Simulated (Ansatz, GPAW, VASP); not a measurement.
# One structure in several programs: ZrC (Fm-3m, 2 atoms in the cell)

Self-consistent single point, at a second geometry (lattice scaled by 0.98). First geometry:

```
CELL_PARAMETERS angstrom
      0.00000     2.30888     2.30888
      2.30888     0.00000     2.30888
      2.30888     2.30888     0.00000
ATOMIC_POSITIONS crystal
  Zr 0.00000 0.00000 0.00000
  C  0.50000 0.50000 0.50000
```

Shared settings, as Ansatz (an electronic-structure program) writes them: kpoints.mp_grid.grid = 10 10 10; scf.occupations.method = gaussian; scf.occupations.width = 0.2 eV. Potentials and cutoffs stand in the table.

| code | model | ΔF from the first geometry (meV/atom) | pressure (GPa) | cutoff |
|---|---|---|---|---|
| Ansatz | PBE, default PAW files | 107.0 | 33.42 | default |
| GPAW | PBE, GPAW PAW datasets PBE (gpaw-data 1.0.1) | 102.3 | – | 950 eV |
| VASP | PBE, VASP's PBE PAW potentials (set 64) | 109.2 | 32.86 | 400 eV |

For VASP (by 1.0 GPa) the energy change implies a higher mean pressure, against the two pressures, than for the other programs: a sign of finite-basis (Pulay) stress.

A dash marks a value that a program does not give, or that is left out as unsure.

The spread over the programs that give each value: ΔF from the first geometry within 6.9 meV/atom; pressure within 0.56 GPa.

Ansatz's pressure is given at a fixed set of plane waves, as the other plane-wave codes print theirs; with its correction for the finite basis it is 33.65 GPa (the shift of 0.23 GPa shows how far the cutoff is from converged). The pressure of GPAW is left out: its cutoff lies under the one at which its stress was checked.

VASP's run is marked for a possible Pulay error in its stress at this cutoff; no cutoff test was made.

The starting cell has typed, rounded lattice constants, without a prior relaxation at this level. Its lattice was rescaled by a random factor within 2.5 % of one. For this run, on top of that: lattice scaled by 0.98.

Left out of this page: Quantum ESPRESSO, ABINIT, Elk, FLEUR and SIESTA (not drawn, or without a comparable value).

Keys are those of Ansatz 0.2.
